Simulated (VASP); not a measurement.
A convergence study with VASP on TiN (rock salt): one setting is varied, all else stays as given below, so the limit is that of these other settings. Each run relaxes cell and ions from the cell shown. The basis is that of the starting cell, so low cut-offs carry a Pulay error.

```xyz
2
Lattice="0.0000 2.1200 2.1200 2.1200 0.0000 2.1200 2.1200 2.1200 0.0000" Properties=species:S:1:pos:R:3 pbc="T T T"
Ti     0.0000     0.0000     0.0000
N      2.1200     2.1200     2.1200
```

Computed with PBE GGA, VASP's PBE PAW potentials (set 64) (plane waves; VASP). The tightest run used: 800 eV cut-off, 13×13×13 Γ-centred mesh, first-order Methfessel-Paxton smearing of 0.10 eV, potentials Ti_sv N.

### Question
The settings run are ENCUT = 250; ENCUT = 300; ENCUT = 350; ENCUT = 400; ENCUT = 450; ENCUT = 500; ENCUT = 550; ENCUT = 600; ENCUT = 650; ENCUT = 700; ENCUT = 750; ENCUT = 800. From which on does the relaxed volume stay within 0.02 Å³/atom of the tightest run?…

### Answer
From ENCUT = 500 on: it is off by 0.001 there and by no more than 0.02 in any finer run, while ENCUT = 450 is off by 0.042.
| setting | relaxed volume (Å³/atom) | E (eV/atom) | plane waves | difference judged (Å³/atom) |
|---|---|---|---|---|
| ENCUT = 250 | 8.529 | -9.9917 | 182 | 1.062 |
| ENCUT = 300 | 8.982 | -9.8480 | 233 | 0.609 |
| ENCUT = 350 | 9.270 | -9.8118 | 296 | 0.321 |
| ENCUT = 400 | 9.446 | -9.8150 | 356 | 0.145 |
| ENCUT = 450 | 9.549 | -9.8191 | 424 | 0.042 |
| ENCUT = 500 | 9.590 | -9.8191 | 531 | 0.001 |
| ENCUT = 550 | 9.589 | -9.8189 | 568 | 0.002 |
| ENCUT = 600 | 9.585 | -9.8196 | 648 | 0.006 |
| ENCUT = 650 | 9.583 | -9.8207 | 726 | 0.008 |
| ENCUT = 700 | 9.585 | -9.8217 | 821 | 0.006 |
| ENCUT = 750 | 9.588 | -9.8222 | 911 | 0.003 |
| ENCUT = 800 | 9.591 | -9.8225 | 992 | 0.000 |

Left out are rungs that failed or repeat a setting and relaxations that didn't move; long series are thinned to 24 rows.

The compound is TiN in the rock salt structure. The electron count is odd and the run is not spin-polarised, which forces a metal.
